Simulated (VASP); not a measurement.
An input for Ansatz (written as the equivalent of a VASP run, and not itself run):

Ansatz 0.2 input:
```yaml
crystal:
  lattice:
    - [4.8162121, 0.0000000, 0.0000000]
    - [0.0000000, 4.8162121, 0.0000000]
    - [0.0000000, 0.0000000, 3.2403612]
  atoms:
    - { symbol: Sn, position: [1.0000000, 0.0000000, 0.0000000] }
    - { symbol: Sn, position: [0.5000000, 0.5000000, 0.5000000] }
    - { symbol: O, position: [0.3065031, 0.3065031, 1.0000000] }
    - { symbol: O, position: [0.8065031, 0.1934969, 0.5000000] }
    - { symbol: O, position: [0.1934969, 0.8065031, 0.5000000] }
    - { symbol: O, position: [0.6934969, 0.6934969, 0.0000000] }
kpoints:
  mp_grid: { grid: [4, 4, 6] }
hamiltonian:
  xc: pbe
  pseudopotentials: { kind: paw }
scf:
  occupations: { method: gaussian, width: 0.05 }
  max_iter: 100
relax:
  max_steps: 60
  f_tol: 0.02
  cell: {}
output: { forces: true, stress: true, eigenvalues: true }
```

Task: Write the VASP files for the same calculation (PBE).

Result: This is not unique; one that fits is 
KPOINTS:
```
Automatic mesh
0
Gamma
4 4 6
0 0 0
```

**INCAR**
```
# general
SYSTEM =SnO2
PREC   =Accurate
ENCUT  =480
LREAL  =F
LASPH  =T

# electronic loop
EDIFF  =1E-6
NELM   =100
ALGO   =Normal
LMAXMIX=4

# smearing
ISMEAR =0
SIGMA  =0.05

# functional
GGA    =PE

# ions
IBRION =2
NSW    =60
ISIF   =3
EDIFFG =-0.02

# output
LWAVE  =F
LCHARG =F
```

**POSCAR**
```
SnO2
1.0
  4.8162120634   0.0000000000   0.0000000000
  0.0000000000   4.8162120634   0.0000000000
  0.0000000000   0.0000000000   3.2403612118
Sn O
2 4
direct
  1.0000000000   0.0000000000   0.0000000000
  0.5000000000   0.5000000000   0.5000000000
  0.3065030834   0.3065030834   1.0000000000
  0.8065030834   0.1934969166   0.5000000000
  0.1934969166   0.8065030834   0.5000000000
  0.6934969166   0.6934969166   0.0000000000
```

POTCAR, in this order: Sn O (PBE.64 set). Program: vasp_std.

The two are equivalent in intent, not identical: each code has its own PAW files, so the cut-off isn't converted (ENCUT is set for VASP's; basis.ecutwfc is left out, and Ansatz then takes the one that its files recommend); Ansatz stops its SCF on the density residual and VASP on the energy change (EDIFF).

The compound is SnO2 in the rutile structure. This run relaxes it. Symmetry was kept, so distortions that lower it aren't found. The start is the result of an earlier pass.
